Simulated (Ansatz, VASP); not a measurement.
This is a calculation of Ta4O for Ansatz 0.2.0. The cell comes from a database or a generator and needn't be the stable form of this composition.

Contents of input.yaml:

```yaml
crystal:
  lattice:
    - [3.257497, 0.0, 0.0]
    - [0.0, 3.257497, 0.0]
    - [0.0, 0.0, 7.409341]
  atoms:
    - { symbol: Ta, position: [0.0, 0.0, 0.0] }
    - { symbol: Ta, position: [0.5, 0.5, 0.216842] }
    - { symbol: Ta, position: [0.5, 0.5, 0.783158] }
    - { symbol: Ta, position: [0.0, 0.0, 0.5] }
    - { symbol: O, position: [0.5, 0.5, 0.5] }
hamiltonian:
  xc: pbe
  pseudopotentials: { kind: paw }
kpoints:
  mp_grid: { grid: [8, 8, 4] }
scf:
  occupations: { method: fermi_dirac, width: 0.05 }
output:
  forces: true
  stress: true
  eigenvalues: true
```

Potentials or basis: Ansatz PAW.

The run is started by

```bash
$ ansatz run input.yaml --threads 2 --pin off --max-ram 5120MiB --backend cpu --events-out ev --progress --plain --runs-dir out
```

Problem. What does the same run look like in VASP 6.6.1? Potentials or basis there: PBE PAW files O, Ta_pv, 520 eV.

Solution. As run (cutoffs and basis follow the program's own potentials, and thresholds, step limits or extra output files can differ):

The input INCAR:

```
SYSTEM = Ta4O
PREC = Accurate ; ENCUT = 520
EDIFF = 1E-7 ; ISMEAR = -1
SIGMA = 0.05 ; LREAL = .FALSE.
LASPH = .TRUE. ; NELM = 100
ALGO = Normal ; ISIF = 2
LWAVE = .FALSE. ; LCHARG = .TRUE.
GGA = PE ; LELF = .TRUE.
LVHAR = .TRUE. ; NBANDS = 33
```

File KPOINTS:

```
regular mesh
0
G
  8 8 4
  0 0 0
```

File POSCAR:

```
Ta4O
1.0
    3.2574970000      0.0000000000      0.0000000000
    0.0000000000      3.2574970000      0.0000000000
    0.0000000000      0.0000000000      7.4093410000
Ta O
4 1
Direct
    0.0000000000      0.0000000000      0.0000000000
    0.5000000000      0.5000000000      0.2168420000
    0.5000000000      0.5000000000      0.7831580000
    0.0000000000      0.0000000000      0.5000000000
    0.5000000000      0.5000000000      0.5000000000
```

Potentials or basis: VASP PAW PBE potentials, release 64 (Ta_pv, O).

The run is started by

```sh
$ cat potpaw_PBE.64/Ta_pv/POTCAR potpaw_PBE.64/O/POTCAR > POTCAR
$ mpirun -np 1 vasp_std > vasp.out
```

Both were run:

|  | Ansatz | VASP |
| --- | --- | --- |
| Pressure | -0.7 GPa | -0.5 GPa |

Ansatz's pressure holds a Pulay term of +0.20 GPa for its cutoff of 420 eV, which the other run lacks.

The potentials hold 58 and 50 valence electrons a cell.

Where Ansatz's input types no cutoff or centring, it takes its own default and a Γ-centred mesh.

Pressure is positive in compression.
